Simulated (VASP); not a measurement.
Computed with PBEsol GGA, VASP's PBE PAW potentials (set 64) (plane waves; VASP).

VASP input:

File KPOINTS:
```
Automatic
0
gamma
 9 9 4
```

### INCAR
```
ALGO = Normal
EDIFF = 1E-7
ENCUT = 400
GGA = PS
ISIF = 2
ISMEAR = -5
LASPH = .True.
LCHARG = .True.
LMAXMIX = 4
LORBIT = 11
LREAL = .False.
LWAVE = .False.
NEDOS = 601
NELM = 100
PREC = Accurate
SYSTEM = Sn2GeTe3
```

POSCAR:
```
Sn2GeTe3
1
    4.3435070684    -0.0000000000     0.0000000000
   -2.1717535342     3.7615872500    -0.0000000000
    0.0000000000    -0.0000000000    10.7513262601
Sn Ge Te
2 1 3
Direct
  0.3333330000   0.6666670000   0.8254839198
  0.6666670000   0.3333330000   0.1745160802
  0.0000000000   1.0000000000   0.5000000000
  0.3333330000   0.6666670000   0.3493541347
  0.6666670000   0.3333330000   0.6506458653
  0.0000000000   1.0000000000   1.0000000000
```

POTCAR, in this order: Sn_d Ge_d Te (PBE.64 set). Program: vasp_std.

Output of the run:

File OSZICAR:
```
       N       E                     dE             d eps       ncg     rms          rms(c)
DAV:   1     0.509802502488E+03    0.50980E+03   -0.24199E+04  3528   0.211E+03
DAV:   2     0.617354444605E+02   -0.44807E+03   -0.43863E+03  3168   0.593E+02
DAV:   3    -0.201521621820E+02   -0.81888E+02   -0.80143E+02  3624   0.185E+02
DAV:   4    -0.252313125231E+02   -0.50792E+01   -0.50314E+01  3584   0.505E+01
DAV:   5    -0.253991569348E+02   -0.16784E+00   -0.16748E+00  4320   0.929E+00    0.858E+00
DAV:   6    -0.252810986958E+02    0.11806E+00   -0.30773E-01  3964   0.359E+00    0.553E+00
DAV:   7    -0.252827042406E+02   -0.16055E-02   -0.19149E-01  3824   0.219E+00    0.450E-01
DAV:   8    -0.252748740623E+02    0.78302E-02   -0.43069E-02  3692   0.137E+00    0.482E-01
DAV:   9    -0.252751829192E+02   -0.30886E-03   -0.26923E-03  3856   0.230E-01    0.219E-01
DAV:  10    -0.252752394940E+02   -0.56575E-04   -0.15255E-04  4380   0.763E-02    0.784E-02
DAV:  11    -0.252752460012E+02   -0.65072E-05   -0.61655E-05  3964   0.535E-02    0.280E-02
DAV:  12    -0.252752466445E+02   -0.64327E-06   -0.47673E-06  3436   0.108E-02    0.225E-02
DAV:  13    -0.252752461215E+02    0.52295E-06   -0.54971E-07  3268   0.511E-03    0.118E-02
DAV:  14    -0.252752458132E+02    0.30834E-06   -0.64694E-08  1908   0.132E-03    0.517E-03
DAV:  15    -0.252752456372E+02    0.17600E-06   -0.95007E-08  1964   0.191E-03    0.159E-03
DAV:  16    -0.252752456281E+02    0.91432E-08   -0.25357E-08  1884   0.103E-03
   1 F= -.25275246E+02 E0= -.25275246E+02  d E =0.000000E+00
```

### OUTCAR
```
------------------------ aborting loop because EDIFF is reached ----------------------------------------
  FORCE on cell =-STRESS in cart. coord.  units (eV):
  Direction    XX          YY          ZZ          XY          YZ          ZX
  --------------------------------------------------------------------------------------
  Total       -0.0789104     -0.0789104     -0.3168826      0.0000000      0.0000000      0.0000000
  in kB       -0.7197322     -0.7197322     -2.8902488      0.0000000      0.0000000      0.0000000
  external PRESSURE =      -1.4432377 kB  Pullay stress =       0.0000000 kB
  volume of cell :      175.66
      direct lattice vectors                 reciprocal lattice vectors
     4.343507068  0.000000000  0.000000000     0.230228703  0.132922611  0.000000000
    -2.171753534  3.761587250  0.000000000     0.000000000  0.265845223  0.000000000
     0.000000000  0.000000000 10.751326260     0.000000000  0.000000000  0.093011781
 POSITION                                       TOTAL-FORCE (eV/Angst)
 -----------------------------------------------------------------------------------
     -0.00000      2.50773      8.87505        -0.000000     -0.000000      0.006001
      2.17176      1.25386      1.87628         0.000000      0.000000     -0.006001
      0.00000      0.00000      5.37566         0.000000      0.000000      0.000000
     -0.00000      2.50773      3.75602         0.000000     -0.000000     -0.008180
      2.17176      1.25386      6.99531         0.000000      0.000000      0.008180
      0.00000      0.00000      0.00000         0.000000      0.000000      0.000000
 -----------------------------------------------------------------------------------
    total drift:                                0.000000     -0.000000      0.000000
  FREE ENERGIE OF THE ION-ELECTRON SYSTEM (eV)
  ---------------------------------------------------
  free  energy   TOTEN  =       -25.2752456281 eV

  energy  without entropy=      -25.2752456281  energy(sigma->0) =      -25.27524563

 total charge

# of ion       s       p       d       tot
------------------------------------------
    1        1.357   0.757   9.989  12.103
    2        1.357   0.757   9.989  12.103
    3        1.331   0.762  10.014  12.106
    4        1.386   1.943   0.035   3.364
    5        1.386   1.943   0.035   3.364
    6        1.384   1.960   0.032   3.376
--------------------------------------------------
tot          8.201   8.123  30.093  46.416
```
(Selected blocks of OUTCAR.)

**OUTCAR**
```
 val. band max:        6.8877559048   @ k =   0.0000   0.0000   0.5000

 cond. band min:       6.9243143601   @ k =   0.0000   0.0000   0.5000


 Fermi energy:         6.9222440636

 k-point     1 :       0.0000    0.0000    0.0000
  band No.  band energies     occupation
      1     -18.2447      2.00000
      2     -18.2447      2.00000
      3     -18.2377      2.00000
      4     -18.2377      2.00000
      5     -18.2372      2.00000
      6     -14.9518      2.00000
      7     -14.9518      2.00000
      8     -14.9490      2.00000
      9     -14.9490      2.00000
     10     -14.9374      2.00000
     11     -14.9372      2.00000
     12     -14.9372      2.00000
     13     -14.9361      2.00000
     14     -14.9341      2.00000
     15     -14.9341      2.00000
     16      -6.3274      2.00000
     17      -5.4325      2.00000
     18      -5.2121      2.00000
     19      -1.1342      2.00000
     20      -0.8240      2.00000
     21       2.0133      2.00000
     22       4.6582      2.00000
     23       4.6860      2.00000
     24       4.6860      2.00000
     25       4.9327      2.00000
     26       4.9327      2.00000
     27       5.0165      2.00000
     28       5.0165      2.00000
     29       5.9343      2.00000
     30       6.4946      2.00000
     31       7.5555      0.00000
     32       7.5555      0.00000
     33       7.8818      0.00000
     34       7.9261      0.00000
     35       7.9703      0.00000
     36       7.9703      0.00000

 k-point     2 :       0.1111    0.0000    0.0000
  band No.  band energies     occupation
      1     -18.2449      2.00000
      2     -18.2445      2.00000
      3     -18.2378      2.00000
      4     -18.2376      2.00000
      5     -18.2370      2.00000
      6     -14.9530      2.00000
      7     -14.9509      2.00000
      8     -14.9498      2.00000
      9     -14.9481      2.00000
     10     -14.9379      2.00000
     11     -14.9368      2.00000
     12     -14.9367      2.00000
...
```

Unless said otherwise, spin-orbit coupling is left out, though it shifts the bands of the heavy elements here.

The structure comes from a computed database's Sn2GeTe3 entry (P-3m1); how it stands against other phases isn't given here. It was relaxed first, which changed the volume by -6 %.
